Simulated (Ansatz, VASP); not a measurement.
**Cross-check of Zr (Zirconium) between VASP and Ansatz**

Aim: how closely do two programs agree when they are given the same cell, functional and k mesh? The cell is taken from a series of runs on this material, whose earlier steps may have relaxed, scaled, displaced or heated it; both programs get it as it stands.

Calculated with Ansatz 0.2.0; plane waves, with VASP 6.6.1 beside it; zone-centre phonons at LDA.

### Step 1. The starting structure

The structure is hexagonal, space group P6_3/mmc (No. 194). The conventional cell has a = 3.093 Å, b = 3.093 Å, c = 5.296 Å, α = 90.00°, β = 90.00°, γ = 120.00°. Zr has 12 Zr at 3.09 to 3.19 Å nearest.

### Step 2. Ansatz: zone-centre phonons, LDA, pair 1

Ansatz runs on its PAW soft_1 files.

Second derivatives magnify differences that forces hide, and they need a tight electronic threshold.

input.yaml reads:

```yaml
crystal:
  lattice:
    - [3.0934741074, 0.0, 0.0]
    - [-1.5467370537, 2.679027163, 0.0]
    - [0.0, 0.0, 5.2956631444]
  atoms:
    - { symbol: Zr, position: [0.3333333405, 0.6666666595, 0.25] }
    - { symbol: Zr, position: [0.6666666595, 0.3333333405, 0.75] }
kpoints:
  mp_grid: { grid: [15, 15, 8] }
hamiltonian:
  xc: lda
  pseudopotentials: { kind: paw, azcp: { folder: soft_1 }, xc_functional: pbe }
scf:
  occupations: { method: methfessel_paxton, width: 0.2 }
output:
  eigenvalues: true
phonons:
  method: dfpt
```

Launch:

```
$ ansatz run input.yaml --threads 4 --pin off --max-ram 10240MiB --backend cpu --events-out ev --progress --plain --runs-dir out
```

Numbers of over 12 decimals in the logs are rounded to 6 here.

The program printed:

```text
zone centre: on kpoints.mp_grid the ground state, and the responses unless they are solved on pairs of k-points, stand on 320 of the mesh's 1800 k-points, reduced under 4 symmetry operations, with k and −k counted as one. Each operation leaves every solved displacement unchanged or reverses it
Engine: ansatz 0.2.0, aarch64-unknown-linux-gnu
Pseudopotentials: kind: paw
Pseudopotential: Zr, paw, valence charge 12, recommended cutoff 420 eV (normal), soft_1/Zr.paw.azcp
Functional definition: SPW92
  exchange = slater_x
  correlation = pw_c
Crystal: 2 atoms, lattice volume = 43.888 Å³
Basis set: ecut = 420 eV, 869 PW (Γ), exchange–correlation on 48×48×72 points (8 copies of the dense FFT grid, shifted against one another)
Bands: 16, of which v1, the nominal top of the filled ones, is band 12 counted from 1 (11 counted from 0)
Symmetry: 24 space group operations
k-points: 320 of 1800 (irreducible under 4 space group operations, time reversal used)
Non-local potential: Zr, projectors of the file, l = 0: 3, l = 1: 2, l = 2: 2, l = 3: 1
PAW form: soft (Blöchl's): semilocal exchange-correlation on the pseudo side does not see the compensation charge
PAW frozen core: Zr, regenerated for the run's functional, and the local potential with it (the file was generated under x = pbe(κ = 0.804, μ = 0.219515), c = pbe(β = 0.066725))
PAW one-centre angular grid: Zr, 590 points (default); XC on 64 Gauss nodes
Initial density: superposition of atomic densities (chi_scale 0.1, normalization cell)
Initial wavefunctions: pseudopotential atomic-orbital guess
Functional: x = slater, c = lda
SCF iter   1: F=—  HF=-8155.104321 eV  |F-HF|=—  |Δ(HF+E_count)|=         —  Δρ=2.77e-2  dr2=4.04e-1  ethr=3.10e-3  ⟨swp⟩=5.1  Hψ=47722  notcnv=0
automatic band count: the SCF goes on with 20 bands, as 16 were too few: they end inside the smearing window of the response
preconditioner: auto → Kerker (q_TF=auto, 2.467 Å⁻¹)  [metal: Δε(μ)=0.009 eV  Ē_g=5.376 eV  σ=0.200 eV  W_gap=0.04  n_scr=10 (ndim 8)  ℏωp=15.9 eV  f_vac=0.000  D(μ)=2.01/eV (n_scr^D=22)]
SCF iter   2: F=—  HF=-8155.000475 eV  |F-HF|=—  |Δ(HF+E_count)|=   1.04e-1  S|Δr|=    0.00e0  Δρ=1.69e-2  dr2=1.47e-1  ethr=1.68e-3  ⟨swp⟩=1.0  Hψ=8961  notcnv=0
SCF iter   3: F=—  HF=-8154.946719 eV  |F-HF|=—  |Δ(HF+E_count)|=   5.38e-2  S|Δr|=    0.00e0  Δρ=1.66e-3  dr2=6.75e-4  ethr=6.14e-4  ⟨swp⟩=3.0  Hψ=11549  notcnv=0
SCF iter   4: F=—  HF=-8154.946716 eV  |F-HF|=—  |Δ(HF+E_count)|=   2.82e-6  S|Δr|=    0.00e0  Δρ=2.63e-4  dr2=1.40e-5  ethr=2.81e-6  ⟨swp⟩=2.2  Hψ=9500  notcnv=0
SCF iter   5: F=—  HF=-8154.946719 eV  |F-HF|=—  |Δ(HF+E_count)|=   3.16e-6  S|Δr|=    0.00e0  Δρ=3.06e-5  dr2=2.41e-7  ethr=5.84e-8  ⟨swp⟩=1.1  Hψ=5960  notcnv=0
SCF iter   6: F=—  HF=-8154.946719 eV  |F-HF|=—  |Δ(HF+E_count)|=   2.13e-7  S|Δr|=    0.00e0  Δρ=4.97e-6  dr2=1.13e-8  ethr=1.00e-9  ⟨swp⟩=2.4  Hψ=9324  notcnv=0  defer=125
SCF iter   7: F=—  HF=-8154.946719 eV  |F-HF|=—  |Δ(HF+E_count)|=   1.69e-9  S|Δr|=    0.00e0  Δρ=8.88e-7  dr2=4.36e-10  ethr=4.73e-11  ⟨swp⟩=1.8  Hψ=6694  notcnv=0  defer=125
SCF iter   8: F=-8154.946719 eV  HF=-8154.946719 eV  |F-HF|=0.00e0  |Δ(HF+E_count)|=  1.16e-10  S|Δr|=    0.00e0  Δρ=1.62e-7  dr2=8.23e-12  ethr=1.00e-12  ⟨swp⟩=9.0  Hψ=32758  notcnv=0
SCF 1 converged in 8 iterations: F = -8154.946719 eV  dr2 = 8.23e-12
  greatest PAW one-centre occupation: 0.994 electrons in one spin orbital (limit 2), on the Zr atom at site 1 (counted from 0), in its partial waves of l = 0
DFPT response loops at Γ: preconditioner auto → Kerker (q_TF=auto, 2.467 Å⁻¹) (partly filled bands, converged f_vac=0.000); β = 1.00, the filter's whole step (`scf.mixing.beta` (0.50) is not read by the response loops under this deck's `scf.mixing.preconditioner`; to damp them name `kerker` or `kerker_dos`, under which they read `scf.mixing.beta`, and type it under 1.00, their step now; both keys bind the ground state too); Broyden in place of MSR1
SCF converged after 8 iterations
Stability not checked: this state was not tested for a lower state beside it, because cold or Methfessel-Paxton smearing, or corrected tetrahedra, fill the levels in a way that the test cannot read (fill_not_monotonic; see scf.lower_state_search)
Free energy (F): -8154.946719 eV
Harris-Foulkes:  -8154.946719 eV  (|F-HF|=0.00e0)
Internal energy: -8154.949628 eV  (E = F + TS)
E sigma→0 (E₀):  -8154.947446 eV
Entropy (-TS):   0.002909 eV (1.454 meV/atom)
Fermi energy:    14.652997 eV
--- Per-component energies (eV) ---
  E_band       = -174.055675
  E_kinetic    = 634.834450
  E_local      = -1163.756693  (includes V_loc(G=0)·N_el)
  E_nonlocal   = 159.336516
  E_hartree    = 377.981323
  E_xc         = -307.637509
  E_vxc        = -365.643341  (∫ρ·V_xc dr)
  E_paw        = -5718.003674  (= ΣΔE_a)
  E_vpaw       = -194.789240  (= ΣTr[D̂ρ^β])
  E_aug_tail   = -0.000048  (compensation charges beyond the density's cutoff)
  E_ewald      = -2138.444794
  E_core_change = 0.740800  (= ΣΔE_core)
  E_smearing   = 0.002909  (= −TS)
  E_closure    = 0.000000  (closes the sum)
  Σ components = -8154.946719   (vs F -8154.946719, Δ=0.00e0)
--- Band table (eV; the first three rows and the last of 320) ---
  k-point 0: bands = [... 8 lower, 8.9449, 11.4572, 15.0527, 15.5965, 15.6479, 15.6479, 16.2273, 16.2273, ... 4 higher]
  k-point 1: bands = [... 8 lower, 9.0716, 11.4406, 14.9750, 15.3732, 15.6179, 15.6179, 16.1613, 16.1613, ... 4 higher]
  k-point 2: bands = [... 8 lower, 9.4329, 11.3476, 14.7735, 14.8884, 15.5721, 15.5721, 15.9983, 15.9983, ... 4 higher]
  k-point 319: bands = [... 8 lower, 12.3238, 12.3238, 13.9511, 13.9511, 14.8167, 14.8167, 16.5916, 16.5916, ... 4 higher]
--- Phonons (Γ-DFPT): 2 representative perturbations + reference, on 320 of 1800 k-points (Σ response iterations 6) ---
  k mesh reduced under 4 symmetry operations, with k and −k counted as one. Each operation leaves every solved displacement unchanged or reverses it
  ASR residual: 2.436e-5 → 0.000e0 eV/Å²; symmetrization residual: 1.785e-13 eV/Å²
  ASR residual per site (eV/Å²): 2.44e-5 2.44e-5
  Γ frequencies (cm⁻¹): 0.00 0.00 0.00 53.77 53.77 170.04
  non-analytic LO–TO correction: not included (Born effective charges unavailable; polar crystals: no LO–TO splitting at Γ)
```

### Step 3. VASP: zone-centre phonons, LDA, pair 1

The same cell, functional (in two slightly different forms), mesh and smearing now go to VASP, with its own data sets.

Lines of VASP's logs that name or quote its potential files are left out, and so is its time.

INCAR reads:

```
SYSTEM = Zr
PREC = Accurate
ENCUT = 500
EDIFF = 1E-08
NELM = 120
ISMEAR = 1
SIGMA = 0.2
LREAL = .FALSE.
ALGO = Normal
GGA = CA
NBANDS = 18
LASPH = .TRUE.
LORBIT = 11
LWAVE = .FALSE.
LCHARG = .FALSE.
ISIF = 2
IBRION = 8
GGA_COMPAT = .FALSE.
KPAR = 2
```

POSCAR reads:

```
Zr
1.0
    3.0934741074      0.0000000000      0.0000000000
   -1.5467370537      2.6790271630      0.0000000000
    0.0000000000      0.0000000000      5.2956631444
Zr
2
Direct
    0.3333333405      0.6666666595      0.2500000000
    0.6666666595      0.3333333405      0.7500000000
```

KPOINTS reads:

```
Automatic mesh
0
Gamma
15 15 8
0 0 0
```

Potentials, in the order of the species: Zr_sv (LDA family, release 64).

Launch:

```
$ mpirun -np 2 vasp_std
```

The program printed:

```text
[banner, memory and clock lines left out]
running    2 mpi-ranks, on    1 nodes
 distrk:  each k-point on    1 cores,    2 groups
 distr:  one band on    1 cores,    1 groups

 POSCAR found type information on POSCAR Zr
 POSCAR found :  1 types and       2 ions
 LDA part: xc-table for (Slater(with rela. corr.)+CA(PZ))
 , standard interpolation
 POSCAR, INCAR and KPOINTS ok, starting setup
 FFT: planning ... GRIDC
 FFT: planning ... GRID_SOFT
 FFT: planning ... GRID
 WAVECAR not read
 entering main loop
       N       E                     dE             d eps       ncg     rms          rms(c)
DAV:   1     0.209459376273E+03    0.20946E+03   -0.13263E+04  4860   0.130E+03
DAV:   2    -0.366006686353E+01   -0.21312E+03   -0.20963E+03  5698   0.380E+02
DAV:   3    -0.188992781555E+02   -0.15239E+02   -0.15090E+02  8826   0.732E+01
DAV:   4    -0.192333106957E+02   -0.33403E+00   -0.33367E+00  5712   0.115E+01
DAV:   5    -0.192429272680E+02   -0.96166E-02   -0.96124E-02  7184   0.136E+00    0.162E+01
DAV:   6    -0.186686044034E+02    0.57432E+00   -0.86440E-01  5222   0.725E+00    0.663E+00
DAV:   7    -0.185590530161E+02    0.10955E+00   -0.56249E-01  7134   0.495E+00    0.106E+00
DAV:   8    -0.185620892308E+02   -0.30362E-02   -0.31943E-02  6398   0.145E+00    0.267E-01
DAV:   9    -0.185623663402E+02   -0.27711E-03   -0.11865E-03  6070   0.327E-01    0.321E-02
DAV:  10    -0.185623519626E+02    0.14378E-04   -0.40808E-05  6972   0.405E-02    0.240E-02
DAV:  11    -0.185623529378E+02   -0.97520E-06   -0.69067E-06  5374   0.309E-02    0.218E-03
DAV:  12    -0.185623527237E+02    0.21406E-06   -0.41685E-07  6454   0.487E-03    0.172E-03
DAV:  13    -0.185623527220E+02    0.16803E-08   -0.20524E-08  4038   0.126E-03
   1 F= -.18562353E+02 E0= -.18563315E+02  d E =0.288650E-02
 Linear response reoptimize wavefunctions to high precision
DAV:   1    -0.185623527278E+02   -0.57553E-08   -0.75382E-09  5500   0.826E-04
DAV:   2    -0.185623527278E+02   -0.23647E-10   -0.29516E-10  2924   0.125E-04
 Linear response DOF=           2
 Linear response progress:
  Degree of freedom:   1/  2
       N       E                     dE             d eps       ncg     rms          rms(c)
RMM:   1    -0.645386149851E+00   -0.64539E+00    0.27087E+00 21993   0.133E+01
RMM:   2    -0.596375762718E+00    0.49010E-01   -0.23812E-01 33015   0.267E+00    0.230E-01
RMM:   3    -0.597968348423E+00   -0.15926E-02   -0.36716E-02 40593   0.922E-01    0.728E-02
RMM:   4    -0.600051957238E+00   -0.20836E-02   -0.46652E-03 48982   0.330E-01    0.244E-02
RMM:   5    -0.600575278086E+00   -0.52332E-03   -0.78174E-04 48107   0.136E-01    0.156E-02
RMM:   6    -0.600602212790E+00   -0.26935E-04   -0.27458E-04 52562   0.624E-02    0.158E-02
RMM:   7    -0.600537151304E+00    0.65061E-04   -0.64452E-05 48583   0.312E-02    0.345E-03
RMM:   8    -0.600503790580E+00    0.33361E-04   -0.30432E-05 51998   0.159E-02    0.542E-03
RMM:   9    -0.600493012069E+00    0.10779E-04   -0.11028E-05 49753   0.944E-03    0.258E-03
RMM:  10    -0.600484068824E+00    0.89432E-05   -0.62680E-06 51900   0.624E-03    0.589E-04
RMM:  11    -0.600484231873E+00   -0.16305E-06   -0.33097E-06 53679   0.352E-03    0.163E-04
RMM:  12    -0.600483373058E+00    0.85882E-06   -0.28194E-06 52880   0.232E-03    0.807E-05
RMM:  13    -0.600484531671E+00   -0.11586E-05   -0.14969E-06 52300   0.166E-03    0.544E-05
RMM:  14    -0.600484706467E+00   -0.17480E-06   -0.10063E-06 52049   0.126E-03    0.231E-05
RMM:  15    -0.600484187536E+00    0.51893E-06   -0.49906E-07 52420   0.101E-03    0.252E-05
RMM:  16    -0.600484138030E+00    0.49506E-07   -0.32641E-07 51856   0.843E-04    0.252E-05
RMM:  17    -0.600484134860E+00    0.31697E-08   -0.12072E-07 53346   0.713E-04    0.262E-05
 first order change of Fermi-energy   0.88180E-05
 force on displaced ion       1 direction 1 :  -0.476   0.000   0.000
 Linear response progress:
  Degree of freedom:   2/  2
       N       E                     dE             d eps       ncg     rms          rms(c)
RMM:   1    -0.791001111927E+00   -0.79100E+00    0.29680E+00  7584   0.135E+01
RMM:   2    -0.744099806323E+00    0.46901E-01   -0.26926E-01 11128   0.274E+00    0.246E-01
RMM:   3    -0.747702976106E+00   -0.36032E-02   -0.47082E-02 13490   0.968E-01    0.812E-02
RMM:   4    -0.750316978391E+00   -0.26140E-02   -0.54622E-03 15268   0.348E-01    0.303E-02
RMM:   5    -0.750708699124E+00   -0.39172E-03   -0.90921E-04 16243   0.143E-01    0.201E-02
RMM:   6    -0.750614652433E+00    0.94047E-04    0.23239E-04 16934   0.653E-02    0.149E-02
RMM:   7    -0.750527945242E+00    0.86707E-04    0.16819E-04 16774   0.326E-02    0.527E-03
RMM:   8    -0.750530396058E+00   -0.24508E-05    0.40478E-05 16775   0.186E-02    0.136E-03
RMM:   9    -0.750514550563E+00    0.15845E-04    0.14867E-05 17462   0.983E-03    0.415E-04
RMM:  10    -0.750517287903E+00   -0.27373E-05    0.47994E-06 17707   0.565E-03    0.252E-04
RMM:  11    -0.750516382384E+00    0.90552E-06    0.12082E-05 17338   0.339E-03    0.144E-04
RMM:  12    -0.750519011377E+00   -0.26290E-05   -0.28906E-06 17383   0.242E-03    0.487E-05
RMM:  13    -0.750519287793E+00   -0.27642E-06   -0.34854E-06 17538   0.172E-03    0.422E-05
RMM:  14    -0.750519297732E+00   -0.99381E-08   -0.46772E-06 16782   0.133E-03    0.167E-05
RMM:  15    -0.750519321311E+00   -0.23579E-07   -0.36382E-06 16935   0.104E-03    0.344E-05
RMM:  16    -0.750519351516E+00   -0.30205E-07   -0.32051E-06 17778   0.829E-04    0.470E-05
RMM:  17    -0.750519330141E+00    0.21375E-07   -0.21991E-06 16843   0.680E-04    0.541E-05
RMM:  18    -0.750519297004E+00    0.33136E-07   -0.17822E-06 17219   0.574E-04    0.547E-05
RMM:  19    -0.750519185612E+00    0.11139E-06   -0.86425E-07 16419   0.498E-04    0.510E-05
 first order change of Fermi-energy  -0.12255E-03
 force on displaced ion       1 direction 3 :   0.000  -0.000  -4.960
 Linear response finished
```

From OUTCAR (step 3):

```text
ion  position               nearest neighbor table
   1  0.333  0.667  0.250-   2 3.19   2 3.19   2 3.19   2 3.19   2 3.19   2 3.19
   2  0.667  0.333  0.750-   1 3.19   1 3.19   1 3.19   1 3.19   1 3.19   1 3.19

  LATTYP: Found a hexagonal cell.
 ALAT       =     3.0934741074
 C/A-ratio  =     1.7118821624

 Subroutine GETGRP returns: Found 24 space group operations
 (whereof 12 operations were pure point group operations)

The static configuration has the point symmetry D_3d.
 The point group associated with its full space group is D_6h.

 Found    135 irreducible k-points:

   k-points           NKPTS =    135   k-points in BZ     NKDIM =    135   number of bands    NBANDS=     18

   dimension x,y,z NGX =    24 NGY =   24 NGZ =   40
   dimension x,y,z NGXF=    48 NGYF=   48 NGZF=   80

   ENCUT  =  500.0 eV  36.75 Ry    6.06 a.u.   5.64  5.64  9.66*2*pi/ulx,y,z

   NELECT =      24.0000    total number of electrons

 k-points in reciprocal lattice and weights: Automatic mesh
   0.00000000  0.00000000  0.00000000       0.001
   0.06666667  0.00000000  0.00000000       0.003
   0.13333333  0.00000000  0.00000000       0.003
   0.20000000  0.00000000  0.00000000       0.003
   0.26666667  0.00000000  0.00000000       0.003
   0.33333333  0.00000000  0.00000000       0.003
   0.40000000 -0.00000000  0.00000000       0.003
   0.46666667  0.00000000  0.00000000       0.003
   0.06666667  0.06666667  0.00000000       0.003
[...]
0.33333333  0.26666667  0.50000000       0.007
   0.33333333  0.33333333  0.50000000       0.001

 average (electrostatic) potential at core
       1 -73.6090       2 -73.6090

  Total        0.0106625      0.0106625     -1.0253716      0.0000000      0.0000000      0.0000000
  in kB        0.3892464      0.3892464    -37.4324213      0.0000000      0.0000000      0.0000000
  external PRESSURE =     -12.2179762 kB  Pullay stress =       0.0000000 kB

  energy-cutoff  :      500.00
  volume of cell :       43.89
      direct lattice vectors                 reciprocal lattice vectors
     3.093474107  0.000000000  0.000000000     0.323261151  0.186634912  0.000000000
    -1.546737054  2.679027163  0.000000000     0.000000000  0.373269825  0.000000000
     0.000000000  0.000000000  5.295663144     0.000000000  0.000000000  0.188833763

 POSITION                                       TOTAL-FORCE (eV/Angst)
 -----------------------------------------------------------------------------------
      0.00000      1.78602      1.32392        -0.000000      0.000000      0.000000
      1.54674      0.89301      3.97175         0.000000     -0.000000      0.000000
 -----------------------------------------------------------------------------------
    total drift:                               -0.000022      0.000010     -0.000000

 Eigenvectors and eigenvalues of the dynamical matrix
 ----------------------------------------------------

   1 f  =    5.155074 THz    32.390288 2PiTHz  171.954772 cm-1    21.319665 meV
             X         Y         Z           dx          dy          dz
      0.000000  1.786018  1.323916     0.000000    0.000000   -0.707107
      1.546737  0.893009  3.971747     0.000000    0.000000    0.707107

   2 f  =    1.596923 THz    10.033765 2PiTHz   53.267626 cm-1     6.604341 meV
             X         Y         Z           dx          dy          dz
      0.000000  1.786018  1.323916    -0.000002    0.707107    0.000000
      1.546737  0.893009  3.971747     0.000002   -0.707107    0.000000

   3 f  =    1.596923 THz    10.033765 2PiTHz   53.267626 cm-1     6.604341 meV
             X         Y         Z           dx          dy          dz
      0.000000  1.786018  1.323916    -0.707107   -0.000002    0.000000
      1.546737  0.893009  3.971747     0.707107    0.000002    0.000000

   4 f  =    0.000000 THz     0.000000 2PiTHz    0.000001 cm-1     0.000000 meV
             X         Y         Z           dx          dy          dz
      0.000000  1.786018  1.323916     0.177106    0.684568    0.000000
      1.546737  0.893009  3.971747     0.177106    0.684568    0.000000

   5 f  =    0.000000 THz     0.000000 2PiTHz    0.000000 cm-1     0.000000 meV
             X         Y         Z           dx          dy          dz
      0.000000  1.786018  1.323916     0.000000    0.000000    0.707107
      1.546737  0.893009  3.971747     0.000000    0.000000    0.707107

   6 f/i=    0.000000 THz     0.000000 2PiTHz    0.000001 cm-1     0.000000 meV
             X         Y         Z           dx          dy          dz
      0.000000  1.786018  1.323916     0.684568   -0.177106    0.000000
      1.546737  0.893009  3.971747     0.684568   -0.177106    0.000000

 ELASTIC MODULI CONTR FROM IONIC RELAXATION (kBar)
 Direction    XX          YY          ZZ          XY          YZ          ZX
 --------------------------------------------------------------------------------
 XX         -52.1581     52.1581     -0.0000      0.0000      0.0000      0.0000
 YY          52.1581    -52.1581      0.0000     -0.0000      0.0000      0.0000
 ZZ          -0.0000      0.0000     -0.0000      0.0000      0.0000      0.0000
 XY           0.0000     -0.0000      0.0000    -52.1581      0.0000      0.0000
 YZ           0.0000      0.0000      0.0000      0.0000      0.0000      0.0000
 ZX           0.0000      0.0000      0.0000      0.0000      0.0000      0.0000
 --------------------------------------------------------------------------------
```

### Step 4. Comparison

Known differences besides the potentials themselves: the two LDA forms differ slightly; the cutoff is 420 eV in Ansatz and 500 eV in VASP; VASP's log shows a relativistic correction to its local exchange, Ansatz's none. Total energies have different zeros and are not compared.

Compared:

```
                  quantity  Ansatz   VASP  difference
optical mode 1 to 2 (cm⁻¹)    53.8   53.3     +0.94 %
     optical mode 3 (cm⁻¹)   170.0  172.0     -1.11 %
```

Modes are paired by rising frequency, not by their patterns, so a pair may set unlike modes beside each other; they are those without the splitting of longitudinal modes.

[end of part 1 of 2]

[Lines on the potential files, build, host, timing and source positions are cut from VASP's logs without a mark.]

[Logs are printed without paths, hosts, clocks, repeated set-up lines and the standing remarks that a program may print on its own settings, such as how far it seeks lower states.]

[Hosts, paths, dates, database ids (printed as entryN), source tags and the programs' standing remarks are cut or masked in the printed files.]
